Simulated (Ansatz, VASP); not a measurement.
**One calculation of Rb3Ba, two programs**

```xyz
4
Lattice="0.0000 5.5144 5.5144 5.5144 0.0000 5.5144 5.5144 5.5144 0.0000" Properties=species:S:1:pos:R:3 pbc="T T T"
Rb    2.7572    2.7572    2.7572
Rb    8.2716    8.2716    8.2716
Rb    5.5144    5.5144    5.5144
Ba    0.0000    0.0000    0.0000
```

The cell comes from a database or a generator and needn't be the stable form of this composition.

Alike in both runs: task single point; functional PBE; k mesh 8 × 8 × 8; occupations gaussian, width 0.1 eV; no spin polarisation.

|  | VASP | Ansatz |
| --- | --- | --- |
| version | VASP 6.6.1 | Ansatz 0.2.0 |
| potentials or method | VASP PAW PBE potentials, release 64 (Rb_sv, Ba_sv) | scalar-relativistic, plane waves, PAW |
| plane-wave cutoff (eV) | 520 | 420 |
| valence electrons in the cell | 37 | 37 |

|  | VASP | Ansatz | Ansatz less VASP |
| --- | --- | --- | --- |
| gap on the k mesh at the Fermi level (eV) | none | none | - |
| pressure (GPa) | 0.0 | 0.0 | 0.00 |

A gap of «none» marks a metal or a gap that the smearing closes. With one functional, cell and mesh, what is left measures potentials, basis and numerics.

Spin-orbit coupling is left out, which matters for the levels of Ba.
